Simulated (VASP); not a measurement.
```xyz
64
Lattice="12.4495 0.0000 0.0000 0.0000 12.4495 0.0000 0.0000 0.0000 12.4495" Properties=species:S:1:pos:R:3 pbc="T T T"
Ga     6.2248     0.0000     0.0000
Ga     9.3371     3.1124     0.0000
Ga     9.3371     0.0000     3.1124
Ga     0.0000     0.0000     0.0000
Ga     3.1124     3.1124     0.0000
Ga     6.2248     6.2248     0.0000
Ga     9.3371     9.3371     0.0000
Ga     3.1124     0.0000     3.1124
Ga     6.2248     3.1124     3.1124
Ga     9.3371     6.2248     3.1124
Ga     6.2248     0.0000     6.2248
Ga     9.3371     3.1124     6.2248
Ga     9.3371     0.0000     9.3371
Ga     0.0000     6.2248     0.0000
Ga     3.1124     9.3371     0.0000
Ga     0.0000     3.1124     3.1124
Ga     3.1124     6.2248     3.1124
Ga     6.2248     9.3371     3.1124
Ga     0.0000     0.0000     6.2248
Ga     3.1124     3.1124     6.2248
Ga     6.2248     6.2248     6.2248
Ga     9.3371     9.3371     6.2248
Ga     3.1124     0.0000     9.3371
Ga     6.2248     3.1124     9.3371
Ga     9.3371     6.2248     9.3371
Ga     0.0000     9.3371     3.1124
Ga     0.0000     6.2248     6.2248
Ga     3.1124     9.3371     6.2248
Ga     0.0000     3.1124     9.3371
Ga     3.1124     6.2248     9.3371
Ga     6.2248     9.3371     9.3371
Ga     0.0000     9.3371     9.3371
Sb     7.7809     1.5562     1.5562
Sb    10.8933     4.6686     1.5562
Sb    10.8933     1.5562     4.6686
Sb     1.5562     1.5562     1.5562
Sb     4.6686     4.6686     1.5562
Sb     7.7809     7.7809     1.5562
Sb    10.8933    10.8933     1.5562
Sb     4.6686     1.5562     4.6686
Sb     7.7809     4.6686     4.6686
Sb    10.8933     7.7809     4.6686
Sb     7.7809     1.5562     7.7809
Sb    10.8933     4.6686     7.7809
Sb    10.8933     1.5562    10.8933
Sb     1.5562     7.7809     1.5562
Sb     4.6686    10.8933     1.5562
Sb     1.5562     4.6686     4.6686
Sb     4.6686     7.7809     4.6686
Sb     7.7809    10.8933     4.6686
Sb     1.5562     1.5562     7.7809
Sb     4.6686     4.6686     7.7809
Sb     7.7809     7.7809     7.7809
Sb    10.8933    10.8933     7.7809
Sb     4.6686     1.5562    10.8933
Sb     7.7809     4.6686    10.8933
Sb    10.8933     7.7809    10.8933
Sb     1.5562    10.8933     4.6686
Sb     1.5562     7.7809     7.7809
Sb     4.6686    10.8933     7.7809
Sb     1.5562     4.6686    10.8933
Sb     4.6686     7.7809    10.8933
Sb     7.7809    10.8933    10.8933
Sb     1.5562    10.8933    10.8933
```

All values below come from PBE GGA, VASP's PBE PAW potentials (set 64) (plane waves; VASP). Numerical set-up: PREC = Normal, LREAL = Auto, EDIFF = 1E-5, 400 eV cut-off, 1×1×1 Γ-centred mesh, Gaussian smearing of 0.050 eV, potentials Ga Sb.

The supercell is sampled at Γ alone, which is coarse: total energies, pressure and levels can be off, energies of defects by several tenths of an eV.

Give the stress tensor in GPa (positive for a compressed cell).

```
1.16  0.00  0.00
0.00  1.16  0.00
0.00  0.00  1.16
```
The pressure is its mean diagonal, 1.16 GPa.

The cell is a supercell, built from GaSb (zinc blende).
